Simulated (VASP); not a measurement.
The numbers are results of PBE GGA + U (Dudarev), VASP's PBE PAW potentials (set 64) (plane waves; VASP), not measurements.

VASP input:

POSCAR:
```
NiSb
1
    2.0043000000    -3.4715500000     0.0000000000
    2.0043000000     3.4715500000     0.0000000000
    0.0000000000     0.0000000000     5.2326000000
Ni Sb
2 2
Direct
  0.0000000000   0.0000000000   0.5000000000
  0.0000000000   0.0000000000   0.0000000000
  0.3333330000   0.6666670000   0.2500000000
  0.6666670000   0.3333330000   0.7500000000
```

### KPOINTS
```
Automatic mesh
0
Gamma
8 8 6
0 0 0
```

### INCAR
```
SYSTEM = NiSb
PREC = Accurate; ENCUT = 400; LREAL = .FALSE.
LASPH = .TRUE.
EDIFF = 1E-6; NELM = 100; ALGO = Normal
LMAXMIX = 4
ISMEAR = 1; SIGMA = 0.1
GGA = PE
LDAUL = 2 -1
LDAUU = 2.0 0
LDAUJ = 0 0
LDAU = .TRUE.; LDAUTYPE = 2; LDAUPRINT = 1
ISIF = 2
LWAVE = .FALSE.; LCHARG = .FALSE.; LORBIT = 10
```

POTCAR, in this order: Ni Sb (PBE.64 set). Program: vasp_std.

What VASP printed:

**OSZICAR**
```
       N       E                     dE             d eps       ncg     rms          rms(c)
DAV:   1     0.153833364476E+03    0.15383E+03   -0.10748E+04  1520   0.132E+03
DAV:   2    -0.107539101903E+02   -0.16459E+03   -0.16047E+03  1523   0.294E+02
DAV:   3    -0.183771412565E+02   -0.76232E+01   -0.74152E+01  1732   0.792E+01
DAV:   4    -0.185688827826E+02   -0.19174E+00   -0.18934E+00  1705   0.119E+01
DAV:   5    -0.185750927931E+02   -0.62100E-02   -0.62026E-02  1875   0.220E+00    0.102E+01
DAV:   6    -0.197085062976E+02   -0.11334E+01   -0.16526E+01  1660   0.746E+01    0.116E+01
DAV:   7    -0.178107143380E+02    0.18978E+01   -0.70477E+00  1658   0.542E+01    0.324E+00
DAV:   8    -0.178374760804E+02   -0.26762E-01   -0.80075E-01  1838   0.600E+00    0.196E+00
DAV:   9    -0.177963487648E+02    0.41127E-01   -0.14043E-01  1691   0.690E+00    0.521E-01
DAV:  10    -0.177963669671E+02   -0.18202E-04   -0.83096E-03  1592   0.728E-01    0.341E-01
DAV:  11    -0.177959416941E+02    0.42527E-03   -0.14813E-03  2298   0.545E-01    0.468E-02
DAV:  12    -0.177959482718E+02   -0.65778E-05   -0.40943E-04  2304   0.223E-01    0.589E-02
DAV:  13    -0.177959455355E+02    0.27364E-05   -0.15227E-05  1680   0.462E-02    0.243E-02
DAV:  14    -0.177959438691E+02    0.16664E-05   -0.51929E-06  1631   0.151E-02    0.117E-02
DAV:  15    -0.177959432750E+02    0.59404E-06   -0.52548E-07   826   0.112E-02
   1 F= -.17795943E+02 E0= -.17796519E+02  d E =0.172599E-02
```

File OUTCAR:
```
------------------------ aborting loop because EDIFF is reached ----------------------------------------
  FORCE on cell =-STRESS in cart. coord.  units (eV):
  Direction    XX          YY          ZZ          XY          YZ          ZX
  --------------------------------------------------------------------------------------
  Total       -2.2326265     -2.2326273     -2.0527260     -0.0000000     -0.0000000      0.0000000
  in kB      -49.1239163    -49.1239323    -45.1656112     -0.0000000     -0.0000000      0.0000000
  external PRESSURE =     -47.8044866 kB  Pullay stress =       0.0000000 kB
  volume of cell :       72.82
      direct lattice vectors                 reciprocal lattice vectors
     2.004300000 -3.471550000  0.000000000     0.249463653 -0.144027884  0.000000000
     2.004300000  3.471550000  0.000000000     0.249463653  0.144027884  0.000000000
     0.000000000  0.000000000  5.232600000     0.000000000  0.000000000  0.191109582
 POSITION                                       TOTAL-FORCE (eV/Angst)
 -----------------------------------------------------------------------------------
      0.00000      0.00000      2.61630        -0.000000     -0.000000      0.000000
      0.00000      0.00000      0.00000        -0.000000     -0.000000      0.000000
      2.00430      1.15719      1.30815         0.000000     -0.000000      0.000000
      2.00430     -1.15719      3.92445         0.000000      0.000000      0.000000
 -----------------------------------------------------------------------------------
    total drift:                                0.000000      0.000000      0.000000
  FREE ENERGIE OF THE ION-ELECTRON SYSTEM (eV)
  ---------------------------------------------------
  free  energy   TOTEN  =       -17.7959432750 eV

  energy  without entropy=      -17.7976692646  energy(sigma->0) =      -17.79651860

 total charge

# of ion       s       p       d       tot
------------------------------------------
    1        0.417   0.415   8.533   9.365
    2        0.417   0.415   8.533   9.365
    3        1.145   1.176   0.062   2.383
    4        1.145   1.176   0.062   2.383
--------------------------------------------------
tot          3.124   3.182  17.190  23.496
```
(Selected blocks of OUTCAR.)

The compound is NiSb in the NiAs type structure. The cell was not relaxed at this level. The run is one of a series of settings (LDAU = .TRUE., LDAUJ = 0 0, LDAUL = 2 -1, LDAUTYPE = 2, LDAUU = 2.0 0 against the base run), some of them coarse on purpose. The run is not spin-polarised, so no magnetic state was tried.
